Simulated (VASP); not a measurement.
TiAl (L1_0) relaxed at rising pressure, in one space group throughout; other phases were not tried. The pressures are those reached. All values below come from PBEsol GGA, VASP's PBE PAW potentials (set 64) (plane waves; VASP).

| P (GPa) | V (Å³/atom) | k-mesh |
|---|---|---|
| -0.16 | 15.796 | 13×13×9 |
| 4.96 | 15.187 | 13×13×9 |
| 9.97 | 14.682 | 13×13×9 |
| 20.05 | 13.858 | 14×14×10 |
| 29.92 | 13.212 | 14×14×10 |

A change of mesh leaves a small step in the series.

Q: Fit an equation of state and predict the volume at 45.14 GPa.

A: Least squares on the third-order Birch-Murnaghan form, P = (3B0/2)(y⁷ − y⁵)[1 + (3/4)(B′ − 4)(y² − 1)] with y = (V0/V)^(1/3), gives V0 = 15.775 Å³/atom, B0 = 122 GPa and B′ = 3.7, and so 12.422 Å³/atom. The run gave 12.425 Å³/atom, +0.0 % from the fit.

Pressures at which the relaxation failed are left out.

The compound is TiAl in the L1_0 structure. The electron count is odd and the run is not spin-polarised, which forces a metal.
